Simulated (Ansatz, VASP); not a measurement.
**Cross-check of Si13Ge3O32 (germanium-doped silica glass) between VASP and Ansatz**

One calculation is typed for both programs; each brings its own data sets. How far apart do they land? Of the first pair: The structure shown is the start of the Ansatz relaxation below; VASP solves that cell, so the two are compared at the walk's first step.

Program: Ansatz 0.2.0. Level of theory: plane waves, with VASP 6.6.1 beside it; single point at PBE. Results are calculated unless marked as measured.

## 1. Starting point

The cell holds 48 atoms: 3 Ge, 13 Si and 32 O. Cell: a = 8.583 Å, b = 8.583 Å, c = 8.583 Å, α = 90.0°, β = 90.0°, γ = 90.0°. As first built, before any earlier steps moved the atoms (in the runner's words): kind germanium-doped silica glass; units_of_the_quenched_model {'SiO2': 13, 'GeO2': 3}; melt_K 3000; rate_K_ps 20; atoms 48.

## 2. Ansatz: relaxation, PBE

Ansatz runs on its PAW soft_1 files.

The two programs are compared at the cell with which this relaxation starts, whose forces are those of its first step.

input.yaml

```yaml
crystal:
  lattice:
    - [8.583483901, 0.0, 0.0]
    - [0.0, 8.583483901, 0.0]
    - [0.0, 0.0, 8.583483901]
  atoms:
    - { symbol: Ge, position: [0.177941, 0.498816, 0.114366] }
    - { symbol: Ge, position: [0.629826, 0.835718, 0.339175] }
    - { symbol: Ge, position: [0.247959, 0.217569, 0.856627] }
    - { symbol: Si, position: [0.252928, 0.723995, 0.698198] }
    - { symbol: Si, position: [0.27936, 0.940774, 0.397814] }
    - { symbol: Si, position: [0.545299, 0.285669, 0.645663] }
    - { symbol: Si, position: [0.767559, 0.444864, 0.892727] }
    - { symbol: Si, position: [0.078584, 0.243428, 0.381088] }
    - { symbol: Si, position: [0.669292, 0.493272, 0.387531] }
    - { symbol: Si, position: [0.490063, 0.666125, 0.993352] }
    - { symbol: Si, position: [0.00722, 0.943162, 0.852056] }
    - { symbol: Si, position: [0.692819, 0.974843, 0.669189] }
    - { symbol: Si, position: [0.988773, 0.812557, 0.186801] }
    - { symbol: Si, position: [0.529645, 0.018673, 0.00184] }
    - { symbol: Si, position: [0.787966, 0.231661, 0.166368] }
    - { symbol: Si, position: [0.978026, 0.494268, 0.596511] }
    - { symbol: O, position: [0.143641, 0.58739, 0.614649] }
    - { symbol: O, position: [0.639842, 0.340095, 0.800433] }
    - { symbol: O, position: [0.859559, 0.93976, 0.741938] }
    - { symbol: O, position: [0.204923, 0.11175, 0.406087] }
    - { symbol: O, position: [0.647575, 0.139473, 0.583487] }
    - { symbol: O, position: [0.358041, 0.585985, 0.095677] }
    - { symbol: O, position: [0.973818, 0.922791, 0.034041] }
    - { symbol: O, position: [0.926397, 0.180639, 0.282394] }
    - { symbol: O, position: [0.19363, 0.380205, 0.953741] }
    - { symbol: O, position: [0.364943, 0.106884, 0.987456] }
    - { symbol: O, position: [0.848943, 0.331757, 0.018028] }
    - { symbol: O, position: [0.59071, 0.641869, 0.31973] }
    - { symbol: O, position: [0.844413, 0.536345, 0.463998] }
    - { symbol: O, position: [0.655464, 0.578329, 0.968174] }
    - { symbol: O, position: [0.145913, 0.382528, 0.273829] }
    - { symbol: O, position: [0.662793, 0.109443, 0.098441] }
    - { symbol: O, position: [0.663019, 0.851306, 0.539153] }
    - { symbol: O, position: [0.524531, 0.838891, 0.056919] }
    - { symbol: O, position: [0.39886, 0.684414, 0.816377] }
    - { symbol: O, position: [0.019032, 0.319313, 0.540877] }
    - { symbol: O, position: [0.09316, 0.103572, 0.820746] }
    - { symbol: O, position: [0.563213, 0.420475, 0.522077] }
    - { symbol: O, position: [0.033312, 0.639169, 0.121536] }
    - { symbol: O, position: [0.37197, 0.252032, 0.702846] }
    - { symbol: O, position: [0.455106, 0.941582, 0.334078] }
    - { symbol: O, position: [0.887586, 0.500799, 0.760866] }
    - { symbol: O, position: [0.128842, 0.809543, 0.808121] }
    - { symbol: O, position: [0.694874, 0.361547, 0.262336] }
    - { symbol: O, position: [0.586435, 0.995052, 0.823044] }
    - { symbol: O, position: [0.292351, 0.850137, 0.563969] }
    - { symbol: O, position: [0.143845, 0.851267, 0.293604] }
    - { symbol: O, position: [0.822721, 0.834729, 0.270043] }
  symmetry: { detect: false }
kpoints:
  mp_grid: { grid: [2, 2, 2] }
scf:
  occupations: { method: fermi_dirac, width: 0.05 }
hamiltonian:
  xc: pbe
  pseudopotentials: { kind: paw, azcp: { folder: soft_1 } }
output:
  forces: true
  stress: true
relax:
  f_tol: 0.04
  max_steps: 100
  escape_saddle: false
  cell: { stress_tol: 0.4, fix: [] }
```

On the command line:

```sh
$ ansatz run input.yaml --threads 6 --pin off --max-ram 15360MiB --backend cpu --events-out ev --progress --plain --runs-dir out
```

Numbers of over 12 decimals in the logs are rounded to 6 here.

The log of the run:

```text
Engine: ansatz 0.2.0, x86_64-unknown-linux-gnu
Pseudopotentials: kind: paw
Pseudopotential: Ge, paw, valence charge 14, recommended cutoff 420 eV (normal), soft_1/Ge.paw.azcp
Pseudopotential: Si, paw, valence charge 4, recommended cutoff 420 eV (normal), soft_1/Si.paw.azcp
Pseudopotential: O, paw, valence charge 6, recommended cutoff 420 eV (normal), soft_1/O.paw.azcp
Functional definition: PBE
  parameter kappa = 0.804
  parameter beta = 0.066725
  exchange = pbe_x(kappa = kappa, mu = beta*pi^2/3)
  correlation = pbe_c(beta = beta)
Crystal: 48 atoms, lattice volume = 632.398 Å³
Basis set: ecut = 420 eV, 12293 PW (Γ), exchange–correlation on 120×120×120 points (8 copies of the dense FFT grid, shifted against one another)
Bands: 191, of which v1, the nominal top of the filled ones, is band 143 counted from 1 (142 counted from 0)
Symmetry: 1 space group operations
k-points: 8
Non-local potential: Ge, projectors of the file, l = 0: 2, l = 1: 2, l = 2: 3, l = 3: 1
Non-local potential: Si, projectors of the file, l = 0: 2, l = 1: 2, l = 2: 1
Non-local potential: O, projectors of the file, l = 0: 2, l = 1: 2, l = 2: 1
PAW form: soft (Blöchl's): semilocal exchange-correlation on the pseudo side does not see the compensation charge
PAW one-centre angular grid: Ge, 590 points (default); XC on 64 Gauss nodes
PAW one-centre angular grid: Si, 110 points (default); XC on 64 Gauss nodes
PAW one-centre angular grid: O, 110 points (default); XC on 64 Gauss nodes
Initial density: superposition of atomic densities (chi_scale 0.1, normalization cell, long waves kept (reshape's long-wave potential 0.37 eV rms))
Initial wavefunctions: pseudopotential atomic-orbital guess
Functional: x = pbe(κ = 0.804, μ = 0.219515), c = pbe(β = 0.066725)
SCF iter   1: F=—  HF=-39372.318877 eV  |F-HF|=—  |Δ(HF+E_count)|=         —  Δρ=1.28e-1  dr2=9.04e1  ethr=3.10e-3  ⟨swp⟩=6.0  Hψ=7298  notcnv=0  defer=104
preconditioner: auto → Resta (q_TF=auto, 2.390 Å⁻¹)  ε∞=2.8  [insulator: Δε(μ)=4.713 eV  Ē_g=17.402 eV  σ=0.050 eV  W_gap=1.00  n_scr=146 (ndim 8)  ℏωp=23.6 eV  f_vac=0.066  D(μ)=0.00/eV (n_scr^D=0)  ε∞_Penn≈2.8]
SCF iter   2: F=—  HF=-39346.867709 eV  |F-HF|=—  |Δ(HF+E_count)|=    2.55e1  Δρ=4.46e-2  dr2=6.40e0  ethr=3.10e-3  ⟨swp⟩=3.0  Hψ=3260  notcnv=0  defer=340
SCF iter   3: F=—  HF=-39345.866299 eV  |F-HF|=—  |Δ(HF+E_count)|=    1.00e0  Δρ=2.05e-2  dr2=1.75e0  ethr=2.24e-3  ⟨swp⟩=3.0  Hψ=1251  notcnv=0  defer=340
SCF iter   4: F=—  HF=-39345.759470 eV  |F-HF|=—  |Δ(HF+E_count)|=   1.07e-1  Δρ=3.62e-3  dr2=6.78e-2  ethr=6.13e-4  ⟨swp⟩=2.6  Hψ=2674  notcnv=0  defer=341
SCF iter   5: F=—  HF=-39345.759506 eV  |F-HF|=—  |Δ(HF+E_count)|=   3.67e-5  Δρ=1.56e-3  dr2=1.44e-2  ethr=2.37e-5  ⟨swp⟩=2.0  Hψ=2663  notcnv=0  defer=341
SCF iter   6: F=—  HF=-39345.773062 eV  |F-HF|=—  |Δ(HF+E_count)|=   1.36e-2  Δρ=5.90e-4  dr2=1.98e-3  ethr=5.02e-6  ⟨swp⟩=2.0  Hψ=2000  notcnv=0  defer=341
SCF iter   7: F=—  HF=-39345.774037 eV  |F-HF|=—  |Δ(HF+E_count)|=   9.76e-4  Δρ=2.06e-4  dr2=2.83e-4  ethr=6.94e-7  ⟨swp⟩=2.0  Hψ=2331  notcnv=0  defer=341
SCF iter   8: F=—  HF=-39345.774255 eV  |F-HF|=—  |Δ(HF+E_count)|=   2.18e-4  Δρ=6.98e-5  dr2=3.16e-5  ethr=9.91e-8  ⟨swp⟩=2.0  Hψ=1959  notcnv=0  defer=341
SCF iter   9: F=—  HF=-39345.774169 eV  |F-HF|=—  |Δ(HF+E_count)|=   8.64e-5  Δρ=4.76e-5  dr2=1.05e-5  ethr=1.11e-8  ⟨swp⟩=2.0  Hψ=2332  notcnv=0  defer=341
SCF iter  10: F=—  HF=-39345.774167 eV  |F-HF|=—  |Δ(HF+E_count)|=   2.06e-6  Δρ=1.07e-5  dr2=6.14e-7  ethr=3.66e-9  ⟨swp⟩=2.0  Hψ=2331  notcnv=0  defer=341
SCF iter  11: F=-39345.774168 eV  HF=-39345.774167 eV  |F-HF|=4.62e-8  |Δ(HF+E_count)|=   6.78e-7  Δρ=3.81e-6  dr2=8.33e-8  ethr=3.50e-11  ⟨swp⟩=5.0  Hψ=5508  notcnv=0
SCF 1 converged in 11 iterations: F = -39345.774168 eV  dr2 = 8.33e-8
  greatest PAW one-centre occupation: 0.999 electrons in one spin orbital (limit 2), on the Ge atom at site 2 (counted from 0), in its partial waves of l = 2
relax step   1: F+E_penalty+E_count = -39345.77416754 eV  Δ(F+E_penalty+E_count) = +0.000e0 eV  max|allowed force component| = 2.883e0 eV/Å  Δτ_max = 0.0000 Å  P = +5.789 GPa  Ω = 632.398 Å³  (11 SCF iters, dr2 threshold 1.00e-7 eV, accepted)
Crystal: 48 atoms, lattice volume = 643.310 Å³
Basis set: ecut = 420 eV, 12601 PW (Γ), exchange–correlation on 120×120×120 points (8 copies of the dense FFT grid, shifted against one another)
Initial density: handed on by an earlier stage of this run
Initial wavefunctions: those handed on with the density
iter 1 solved again at ethr=1.86e-4 eV; its pass at ethr=3.10e-3 eV (dr2=5.32e-1 eV) is discarded
SCF iter   1: F=—  HF=-39347.563516 eV  |F-HF|=—  |Δ(HF+E_count)|=         —  Δρ=1.32e-2  dr2=5.34e-1  ethr=1.86e-4  ⟨swp⟩=6.5  Hψ=8433  notcnv=0
preconditioner: auto → Resta (q_TF=auto, 2.384 Å⁻¹)  ε∞=2.9  [insulator: Δε(μ)=4.041 eV  Ē_g=17.932 eV  σ=0.050 eV  W_gap=1.00  n_scr=148 (ndim 8)  ℏωp=24.8 eV  f_vac=0.173  D(μ)=0.00/eV (n_scr^D=0)  ε∞_Penn≈2.9]
[...]
Internal energy: -39349.450633 eV  (E = F + TS)
E sigma→0 (E₀):  -39349.450633 eV
Fermi energy:    4.773510 eV
--- Per-component energies (eV) ---
  E_band       = -1719.333618
  E_kinetic    = 6326.342287
  E_local      = -25002.025609  (includes V_loc(G=0)·N_el)
  E_nonlocal   = 2635.761369
  E_hartree    = 10217.068474
  E_xc         = -3243.560354
  E_vxc        = -3746.381170  (∫ρ·V_xc dr)
  E_paw        = -17955.645676  (= ΣΔE_a)
  E_vpaw       = -2367.192538  (= ΣTr[D̂ρ^β])
  E_aug_tail   = 0.026154  (compensation charges beyond the density's cutoff)
  E_ewald      = -12327.417277
  E_smearing   = -0.000000  (= −TS)
  E_closure    = 0.000000  (closes the sum)
  Σ components = -39349.450633   (vs F -39349.450633, Δ=0.00e0)
--- Forces (eV/Å), atoms counted from 1 ---
  atom   1  Ge    -0.00115285     0.01418541     0.02015854
  atom   2  Ge    -0.00760953    -0.00060609    -0.00220103
  atom   3  Ge     0.02063243    -0.00429984     0.00222275
  atom   4  Si    -0.00984997     0.00136070     0.00497008
  atom   5  Si     0.00528820     0.00670024    -0.01425874
  atom   6  Si     0.00873039     0.00607147    -0.00253027
  atom   7  Si    -0.01175753     0.01082465    -0.01100497
  atom   8  Si     0.00535857     0.01558292    -0.01296718
  atom   9  Si    -0.00329882    -0.00394162    -0.00337301
  atom  10  Si    -0.00010125    -0.00616138     0.00099809
  atom  11  Si     0.01367037    -0.00093069     0.00722539
  atom  12  Si    -0.00466292     0.00476667     0.00832218
  atom  13  Si     0.00244322    -0.00913502    -0.00545835
  atom  14  Si    -0.00842820    -0.00119332    -0.00497273
  atom  15  Si    -0.01077496    -0.00243000     0.00008003
  atom  16  Si    -0.00125958     0.00238276     0.00791376
  atom  17  O      0.00532873     0.00376097     0.00003851
  atom  18  O     -0.00732274     0.00454190    -0.00620009
  atom  19  O      0.00550917    -0.00841471     0.00532027
  atom  20  O      0.00007333    -0.00523303    -0.00331124
  atom  21  O     -0.00104098     0.00003689    -0.00301517
  atom  22  O     -0.01380003    -0.00791866    -0.00276938
  atom  23  O     -0.00016199    -0.00939827     0.00361164
  atom  24  O      0.00967530     0.00413163     0.00734212
[...]
atom  41  O      0.00106394    -0.00916052     0.00454823
  atom  42  O      0.00155178     0.00021430    -0.00771380
  atom  43  O     -0.01134616     0.00246292     0.00666292
  atom  44  O      0.00822266    -0.00606183    -0.00443566
  atom  45  O      0.00200699    -0.01059310     0.02039628
  atom  46  O     -0.00329066    -0.00444293     0.00260890
  atom  47  O     -0.00828853     0.00348170    -0.00134435
  atom  48  O      0.00877041     0.00618365    -0.00835677
  max |Σ_I F_I| component: 1.22e-5 eV/Å
--- Stress (GPa, compression-positive) ---
       -0.078672      -0.032871       0.001956
       -0.032867      -0.091671       0.017418
        0.001962       0.017425      -0.073771
  P = ⅓ Tr σ = -0.0814 GPa (-0.814 kbar)
--- Relaxed structure (9 steps of the walk, 9 accepted, 2 SCFs on fresh bases) ---
  F+E_penalty+E_count = -39349.45063297 eV   max|allowed force component| = 2.063e-2 eV/Å   (the final SCF, on the basis selected at the relaxed cell)
  cell:  # Å, volume = 642.2869 Å³
    - [8.138031, 0.092916, -0.046953]
    - [0.092916, 8.979716, -0.097392]
    - [-0.046953, -0.097392, 8.791509]
  atoms:
    - { symbol: Ge, position: [0.193816, 0.499850, 0.106536] }
    - { symbol: Ge, position: [0.626535, 0.807399, 0.368129] }
    - { symbol: Ge, position: [0.258449, 0.215392, 0.884890] }
    - { symbol: Si, position: [0.243432, 0.738494, 0.683099] }
    - { symbol: Si, position: [0.274645, 0.935325, 0.380544] }
    - { symbol: Si, position: [0.533413, 0.274126, 0.660644] }
    - { symbol: Si, position: [0.754552, 0.438797, 0.889488] }
    - { symbol: Si, position: [0.108859, 0.256683, 0.361464] }
    - { symbol: Si, position: [0.647912, 0.476035, 0.414363] }
    - { symbol: Si, position: [0.484112, 0.679451, 0.951990] }
    - { symbol: Si, position: [0.013305, 0.953811, 0.863597] }
    - { symbol: Si, position: [0.697488, 0.988655, 0.668205] }
    - { symbol: Si, position: [0.980302, 0.797070, 0.174810] }
    - { symbol: Si, position: [0.548017, 0.018651, 0.000113723] }
    - { symbol: Si, position: [0.781708, 0.247610, 0.171372] }
    - { symbol: Si, position: [0.977265, 0.485640, 0.598636] }
    - { symbol: O, position: [0.119224, 0.610659, 0.617706] }
    - { symbol: O, position: [0.613068, 0.328822, 0.822911] }
    - { symbol: O, position: [0.886636, 0.962047, 0.720278] }
    - { symbol: O, position: [0.223750, 0.111330, 0.399941] }
    - { symbol: O, position: [0.652788, 0.144336, 0.579956] }
    - { symbol: O, position: [0.368635, 0.606961, 0.080582] }
    - { symbol: O, position: [0.939851, 0.888908, 0.019403] }
    - { symbol: O, position: [0.947307, 0.198676, 0.265839] }
    - { symbol: O, position: [0.196580, 0.398757, 0.932337] }
    - { symbol: O, position: [0.381035, 0.121862, 1.021480] }
    - { symbol: O, position: [0.837232, 0.353918, 0.033652] }
    - { symbol: O, position: [0.557448, 0.624450, 0.346988] }
    - { symbol: O, position: [0.827190, 0.530396, 0.480776] }
    - { symbol: O, position: [0.664422, 0.595103, 0.941347] }
    - { symbol: O, position: [0.209036, 0.379073, 0.262807] }
    - { symbol: O, position: [0.688807, 0.099535, 0.105385] }
    - { symbol: O, position: [0.655337, 0.843677, 0.564003] }
    - { symbol: O, position: [0.522208, 0.842406, 0.031193] }
    - { symbol: O, position: [0.405938, 0.674481, 0.776778] }
    - { symbol: O, position: [0.058458, 0.332455, 0.526245] }
    - { symbol: O, position: [0.071597, 0.123993, 0.887213] }
    - { symbol: O, position: [0.528392, 0.412863, 0.545026] }
    - { symbol: O, position: [0.019673, 0.620035, 0.131349] }
    - { symbol: O, position: [0.348464, 0.219783, 0.702245] }
    - { symbol: O, position: [0.463640, 0.930420, 0.315255] }
    - { symbol: O, position: [0.895783, 0.463536, 0.764403] }
    - { symbol: O, position: [0.162302, 0.841578, 0.817088] }
    - { symbol: O, position: [0.661869, 0.346574, 0.282836] }
    - { symbol: O, position: [0.588599, 1.008690, 0.819810] }
    - { symbol: O, position: [0.282420, 0.845154, 0.540660] }
    - { symbol: O, position: [0.142805, 0.859111, 0.263825] }
    - { symbol: O, position: [0.818420, 0.821887, 0.280802] }
[key lines of the parts left out:]
SCF converged after 4 iterations
Free energy (F): -39349.450633 eV
```

Reading the cycles: dr2 is the Hartree energy of the density residual (eV), the measure of convergence; HF is the Harris–Foulkes estimate of the energy, which meets the free energy F at convergence.

(Continued in part 2 of 3.)

[Lines on the potential files, build, host, timing and source positions are cut from VASP's logs without a mark.]

[Logs are printed without paths, hosts, clocks, repeated set-up lines and the standing remarks that a program may print on its own settings, such as how far it seeks lower states.]

[Hosts, paths, dates, database ids (printed as entryN), source tags and the programs' standing remarks are cut or masked in the printed files.]
